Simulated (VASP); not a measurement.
These are PBEsol GGA, VASP's PBE PAW potentials (set 64) (plane waves; VASP) values and carry that method's errors.

A VASP calculation is set up with these files.

KPOINTS:
```
Automatic mesh
0
Gamma
15 15 15
0 0 0
```

**POSCAR**
```
W
1.0
 -1.5785728233   1.5785728233   1.5785728233
  1.5785728233  -1.5785728233   1.5785728233
  1.5785728233   1.5785728233  -1.5785728233
W
1
Cart
  0.0000000000   0.0000000000   0.0000000000
```

**INCAR**
```
ALGO = Normal
EDIFF = 1E-8
EDIFFG = -0.001
ENCUT = 400
GGA = PS
IBRION = 1
ISIF = 2
ISMEAR = 1
LASPH = .TRUE.
LCHARG = .FALSE.
LMAXMIX = 6
LREAL = .FALSE.
LWAVE = .FALSE.
NELM = 100
NSW = 30
PREC = Accurate
SIGMA = 0.1
SYSTEM = W
```

POTCAR, in this order: W_sv (PBE.64 set). Program: vasp_std.

Output of the run:

OUTCAR:
```
 ion  position               nearest neighbor table
   1  0.000  0.000  0.000-
  LATTYP: Found a body centered cubic cell.
 ALAT       =     3.1571456466
 Subroutine PRICEL returns:
 Original cell was already a primitive cell.
 Subroutine GETGRP returns: Found 48 space group operations
The static configuration has the point symmetry O_h .
The dynamic configuration has the point symmetry O_h .
 Subroutine INISYM returns: Found 48 space group operations
 Subroutine IBZKPT returns following result:
 Found    120 irreducible k-points:

 Following reciprocal coordinates:
            Coordinates               Weight
  0.000000  0.000000  0.000000      1.000000
  0.066667  0.000000  0.000000     12.000000
  0.133333  0.000000  0.000000     12.000000
  0.200000  0.000000  0.000000     12.000000
  0.266667  0.000000  0.000000     12.000000
  0.333333  0.000000  0.000000     12.000000
  0.400000  0.000000  0.000000     12.000000
  0.466667  0.000000  0.000000     12.000000
  0.066667  0.066667  0.000000     24.000000
  0.133333  0.066667  0.000000     48.000000
  0.200000  0.066667  0.000000     48.000000
  0.266667  0.066667  0.000000     48.000000
  0.333333  0.066667  0.000000     48.000000
  0.400000  0.066667  0.000000     48.000000
  0.466667  0.066667  0.000000     24.000000
  0.133333  0.133333  0.000000     24.000000
  0.200000  0.133333 -0.000000     48.000000
  0.266667  0.133333  0.000000     48.000000
  0.333333  0.133333  0.000000     48.000000
  0.400000  0.133333  0.000000     48.000000
  0.200000  0.200000  0.000000     24.000000
  0.266667  0.200000  0.000000     48.000000
  0.333333  0.200000  0.000000     48.000000
  0.400000  0.200000  0.000000     24.000000
  0.266667  0.266667  0.000000     24.000000
...
```

OSZICAR:
```
       N       E                     dE             d eps       ncg     rms          rms(c)
DAV:   1     0.612586207876E+02    0.61259E+02   -0.68552E+03  2670   0.123E+03
DAV:   2    -0.132562057210E+02   -0.74515E+02   -0.71934E+02  2810   0.292E+02
DAV:   3    -0.144857345931E+02   -0.12295E+01   -0.12181E+01  3025   0.377E+01
DAV:   4    -0.144919728673E+02   -0.62383E-02   -0.62378E-02  2826   0.287E+00
DAV:   5    -0.144920193398E+02   -0.46473E-04   -0.46472E-04  3008   0.252E-01    0.219E+01
DAV:   6    -0.139533471310E+02    0.53867E+00   -0.61545E-01  2826   0.103E+01    0.875E+00
DAV:   7    -0.138095040897E+02    0.14384E+00   -0.31541E-01  2906   0.686E+00    0.593E-01
DAV:   8    -0.138035859310E+02    0.59182E-02   -0.38237E-03  2744   0.896E-01    0.131E-01
DAV:   9    -0.138036071884E+02   -0.21257E-04   -0.45820E-05  2979   0.879E-02    0.623E-02
DAV:  10    -0.138036077785E+02   -0.59010E-06   -0.72891E-06  2859   0.395E-02    0.141E-02
DAV:  11    -0.138036080135E+02   -0.23507E-06   -0.13862E-07  2880   0.406E-03    0.100E-03
DAV:  12    -0.138036079468E+02    0.66730E-07   -0.27789E-09  1707   0.565E-04    0.230E-04
DAV:  13    -0.138036079435E+02    0.32908E-08   -0.26134E-10  1416   0.256E-04
   1 F= -.13803608E+02 E0= -.13803764E+02  d E =-.138036E+02
```

**OUTCAR**
```
------------------------ aborting loop because EDIFF is reached ----------------------------------------
  FORCE on cell =-STRESS in cart. coord.  units (eV):
  Direction    XX          YY          ZZ          XY          YZ          ZX
  --------------------------------------------------------------------------------------
  Total       -0.0009421     -0.0009421     -0.0009421      0.0000000      0.0000000      0.0000000
  in kB       -0.0959293     -0.0959293     -0.0959293      0.0000000      0.0000000      0.0000000
  external PRESSURE =      -0.0959293 kB  Pullay stress =       0.0000000 kB
  volume of cell :       15.73
      direct lattice vectors                 reciprocal lattice vectors
    -1.578572823  1.578572823  1.578572823     0.000000000  0.316741802  0.316741802
     1.578572823 -1.578572823  1.578572823     0.316741802  0.000000000  0.316741802
     1.578572823  1.578572823 -1.578572823     0.316741802  0.316741802  0.000000000
 POSITION                                       TOTAL-FORCE (eV/Angst)
 -----------------------------------------------------------------------------------
      0.00000      0.00000      0.00000         0.000000     -0.000000      0.000000
 -----------------------------------------------------------------------------------
    total drift:                               -0.000000     -0.000000      0.000000
  FREE ENERGIE OF THE ION-ELECTRON SYSTEM (eV)
  ---------------------------------------------------
  free  energy   TOTEN  =       -13.8036079435 eV

  energy  without entropy=      -13.8040764845  energy(sigma->0) =      -13.80376412

 reached required accuracy - stopping structural energy minimisation
```
(Selected blocks of OUTCAR.)

The compound is W in the bcc structure. It was relaxed first. The start is the result of an earlier pass.
